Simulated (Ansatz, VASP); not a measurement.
# Ta2Al (Ta-Al-Ta stack, (100) layers) in two plane-wave programs, part 2 of 2

One calculation is typed for both programs; each brings its own data sets. How far apart do they land? Of the first pair: The structure shown is the start of the Ansatz relaxation below; VASP solves that cell, so the two are compared at the walk's first step.

VASP 6.6.1 and Ansatz 0.2.0.

So far. Step 3 (VASP: single point, PBEsol, start cell, pair 1): The run ends at a pressure of -3.09 GPa, with forces up to 0.77 eV/Å.

## 6. VASP: single point, PBEsol, relaxed cell, pair 2

Level of this step: PBEsol; plane waves and PAW (Ta_pv, Al) (VASP).

The same cell, functional, mesh and smearing now go to VASP, with its own data sets.

Input file INCAR:

```
SYSTEM = Ta2Al
PREC = Accurate
ENCUT = 400
EDIFF = 1E-06
NELM = 120
ISMEAR = 0
SIGMA = 0.1
LREAL = .FALSE.
ALGO = Normal
GGA = PS
NBANDS = 18
LASPH = .TRUE.
LORBIT = 11
LWAVE = .FALSE.
LCHARG = .FALSE.
ISIF = 2
LDIPOL = .TRUE.
IDIPOL = 3
DIPOL = 0.5 0.5 0.236
LVHAR = .TRUE.
GGA_COMPAT = .FALSE.
NELMDL = -8
```

Input file POSCAR:

```
Ta2Al
1.0
    2.7037139254      0.0000000000      0.0000000000
    0.0000000000      2.7037139254      0.0000000000
    0.0000000000      0.0000000000     31.9000003000
Ta Al
2 1
Direct
    0.0000000000      0.0000000000      0.1711196057
    0.0000000000      0.0000000000      0.3006672237
    0.5000000000      0.5000000000      0.2358934147
```

Input file KPOINTS:

```
Automatic mesh
0
Gamma
8 8 1
0 0 0
```

The projector-augmented-wave data sets are Ta_pv and Al (PBE family, release 64).

The run is started by

```console
mpirun -np 1 vasp_std
```

Numbers of over 12 decimals in the logs are rounded to 6 here.

The program printed:

```text
[banner, memory and clock lines left out]
running    1 mpi-ranks, on    1 nodes
[...]
[... a notice as in an earlier step ...]

 LDA part: xc-table for (Slater+PW92), standard interpolation
 POSCAR, INCAR and KPOINTS ok, starting setup
[...]
entering main loop
       N       E                     dE             d eps       ncg     rms          rms(c)
DAV:   1     0.111307190651E+03    0.11131E+03   -0.11748E+04   724   0.845E+02
DAV:   2    -0.230302183620E+02   -0.13434E+03   -0.13261E+03   756   0.220E+02
DAV:   3    -0.288743602929E+02   -0.58441E+01   -0.57370E+01   752   0.418E+01
DAV:   4    -0.290127696101E+02   -0.13841E+00   -0.13554E+00   826   0.564E+00
[...]
DAV:  22    -0.266024938442E+02   -0.36193E-05   -0.62320E-08   334   0.122E-03    0.254E-04
DAV:  23    -0.266024948651E+02   -0.10209E-05   -0.22700E-08   300   0.941E-04    0.139E-04
DAV:  24    -0.266024956888E+02   -0.82366E-06   -0.16644E-08   304   0.500E-04
   1 F= -.26602496E+02 E0= -.26595048E+02  d E =-.148958E-01
```

From OUTCAR (step 6):

```text
  Total        0.0590478      0.0590478      0.0055662      0.0000000      0.0000000      0.0000000
  in kB        0.4056973      0.4056973      0.0382436      0.0000000      0.0000000      0.0000000
  external PRESSURE =       0.2832128 kB  Pullay stress =       0.0000000 kB

 POSITION                                       TOTAL-FORCE (eV/Angst)
 -----------------------------------------------------------------------------------
      0.00000      0.00000      5.45872        -0.000000     -0.000000     -0.008602
      0.00000      0.00000      9.59128        -0.000000      0.000000      0.008602
      1.35186      1.35186      7.52500         0.000000      0.000000      0.000000
 -----------------------------------------------------------------------------------
    total drift:                                0.000000      0.000000     -0.000008

  FREE ENERGIE OF THE ION-ELECTRON SYSTEM (eV)
  ---------------------------------------------------
  free  energy   TOTEN  =       -26.6024956888 eV

  energy  without entropy=      -26.5875998486  energy(sigma->0) =      -26.59504777

[... 1 part as in an earlier step ...]

[... 2 further parts left out ...]
[key lines of the parts left out:]
E-fermi :  -2.6650
```

The run ends at a pressure of 0.03 GPa, with forces up to 0.0086 eV/Å.

## 7. Comparison

What differs besides the data sets and the points named for the pairs above, as far as they apply: the data sets hold 29 valence electrons in Ansatz (on its PAW soft_1 files) and 25 in VASP. Total energies have different zeros and are not compared.

The largest component of a force difference here is 9 meV/Å. Where the cell holds vacuum, a pressure given here is an average over it and none of the material.

## 8. Ansatz: relaxation, PBEsol

The two programs are compared at the cell with which this relaxation starts, whose forces are those of its first step.

The structure compared here is the start of the Ansatz relaxation; VASP solves that cell, so the two are compared at the walk's first step.

Input file input.yaml:

```yaml
crystal:
  lattice:
    - [2.7037139254, 0.0, 0.0]
    - [0.0, 2.7037139254, 0.0]
    - [0.0, 0.0, 31.9000003]
  atoms:
    - { symbol: Ta, position: [0.0, 0.0, 0.1711196057] }
    - { symbol: Al, position: [0.5, 0.5, 0.2358934147] }
    - { symbol: Ta, position: [0.0, 0.0, 0.3006672237] }
  periodic: [true, true, false]
kpoints:
  mp_grid: { grid: [12, 12, 1] }
hamiltonian:
  xc: pbesol
  pseudopotentials: { kind: paw, azcp: { folder: soft_1 }, xc_functional: pbe }
scf:
  occupations: { method: gaussian, width: 0.1 }
output:
  forces: true
  stress: true
  eigenvalues: true
relax:
  adjacent_minimum: "off"
  f_tol: 0.005
  max_steps: 80
  cell: { stress_2d_tol: 0.02 }
```

The run is started by

```console
ansatz run input.yaml --threads 4 --pin off --max-ram 12288MiB --backend cpu --events-out ev --progress --plain --runs-dir out
```

The program printed:

```text
[...]
Crystal: 3 atoms, lattice volume = 233.191 Å³
Basis set: ecut = 420 eV, 4639 PW (Γ), exchange–correlation on 40×40×432 points (8 copies of the dense FFT grid, shifted against one another)
Bands: 19, of which v1, the nominal top of the filled ones, is band 15 counted from 1 (14 counted from 0)
Symmetry: 16 space group operations
[...]
k-points: 28 of 144
[...]
k-point 27: bands = [... 11 lower, -7.9028, -6.1996, -6.1996, -5.4766, -2.6096, -2.0390, -2.0390, -1.5317]
--- Relaxed structure (3 steps of the walk, 3 accepted, 1 SCFs on fresh bases) ---
[...]
cell:  # Å, volume = 233.6465 Å³
    - [2.706352, 0, 0.0]
    - [0, 2.706352, 0.0]
    - [0.0, 0.0, 31.9000003]
  atoms:
    - { symbol: Ta, position: [0, 0.0, 0.171040] }
    - { symbol: Al, position: [0.5, 0.5, 0.235893] }
    - { symbol: Ta, position: [0, 0.0, 0.300747] }
[key lines of the parts left out:]
SCF converged after 6 iterations
Free energy (F): -20136.717845 eV
Fermi energy:    -5.323294 eV
P = ½ c Tr σ = 0.0110 N/m
```

## 9. VASP: single point, PBEsol, start cell, pair 3

The same cell, functional, mesh and smearing now go to VASP, with its own data sets.

INCAR is that of step 6.

Input file POSCAR:

```
Ta2Al
1.0
    2.7037140000      0.0000000000      0.0000000000
    0.0000000000      2.7037140000      0.0000000000
    0.0000000000      0.0000000000     31.9000000000
Ta Al
2 1
Direct
    0.0000000000      0.0000000000      0.1711195925
    0.0000000000      0.0000000000      0.3006672414
    0.5000000000      0.5000000000      0.2358934169
```

Input file KPOINTS:

```
Automatic mesh
0
Gamma
12 12 1
0 0 0
```

The run is started by

```console
mpirun -np 1 vasp_std
```

The program printed:

```text
[... set-up lines as in an earlier step ...]
 entering main loop
       N       E                     dE             d eps       ncg     rms          rms(c)
DAV:   1     0.111358482404E+03    0.11136E+03   -0.11754E+04  1344   0.845E+02
DAV:   2    -0.232398857608E+02   -0.13460E+03   -0.13330E+03  1436   0.220E+02
DAV:   3    -0.288534702365E+02   -0.56136E+01   -0.54605E+01  1352   0.411E+01
DAV:   4    -0.290106073005E+02   -0.15714E+00   -0.15540E+00  1620   0.574E+00
[...]
DAV:  23    -0.265556246787E+02   -0.36304E-05   -0.66349E-08   654   0.834E-04    0.148E-04
DAV:  24    -0.265556257146E+02   -0.10359E-05   -0.12797E-08   598   0.460E-04    0.986E-05
DAV:  25    -0.265556262832E+02   -0.56863E-06   -0.10800E-08   606   0.315E-04
   1 F= -.26555626E+02 E0= -.26543464E+02  d E =-.243248E-01
```

From OUTCAR (step 9):

```text
  Total        0.2339579      0.2339579      0.1037658      0.0000000     -0.0000000     -0.0000000
  in kB        1.6074446      1.6074446      0.7129394      0.0000000     -0.0000000     -0.0000000
  external PRESSURE =       1.3092762 kB  Pullay stress =       0.0000000 kB

 POSITION                                       TOTAL-FORCE (eV/Angst)
 -----------------------------------------------------------------------------------
      0.00000      0.00000      5.45872         0.000000     -0.000000     -0.032386
      0.00000      0.00000      9.59129         0.000000      0.000000      0.032386
      1.35186      1.35186      7.52500         0.000000      0.000000      0.000000
 -----------------------------------------------------------------------------------
    total drift:                                0.000000      0.000000     -0.000012

  FREE ENERGIE OF THE ION-ELECTRON SYSTEM (eV)
  ---------------------------------------------------
  free  energy   TOTEN  =       -26.5556262832 eV

  energy  without entropy=      -26.5313014890  energy(sigma->0) =      -26.54346389

[... 3 further parts left out ...]
[key lines of the parts left out:]
E-fermi :  -2.6880
```

The run ends at a pressure of 0.13 GPa, with forces up to 0.032 eV/Å.

## 10. Side by side

What differs besides the data sets and the points named for the pairs above, as far as they apply: the data sets hold 29 valence electrons in Ansatz (on its PAW soft_1 files) and 25 in VASP. Total energies have different zeros and are not compared.

The largest component of a force difference here is 8 meV/Å. Where the cell holds vacuum, a pressure given here is an average over it and none of the material.

## 11. Results

```yaml
r_m_s_force_difference_single_point_pbesol_start_cell_pair_1: 0.42 % of the r.m.s. force
r_m_s_force_difference_single_point_pbesol_relaxed_cell_pair_2: 4.2 meV/Å
r_m_s_force_difference_single_point_pbesol_start_cell_pair_3: 4.0 meV/Å
```

**Reading.** The r.m.s. force difference is 4.2 meV/Å (single point, PBEsol, relaxed cell, pair 2), within the 12 meV/Å picked in this series as the mark of a large difference. The data sets hold unlike numbers of valence electrons (29 in Ansatz and 25 in VASP), so part of the differences may come from the potentials. 2 further pairs of this series are not shown here. How closely two codes agree says nothing of how well the functional describes the real material.

[Lines on the potential files, build, host, timing and source positions are cut from VASP's logs without a mark.]

[Logs are printed without paths, hosts, clocks, repeated set-up lines and the standing remarks that a program may print on its own settings, such as how far it seeks lower states.]

[Hosts, paths, dates, database ids (printed as entryN), source tags and the programs' standing remarks are cut or masked in the printed files.]
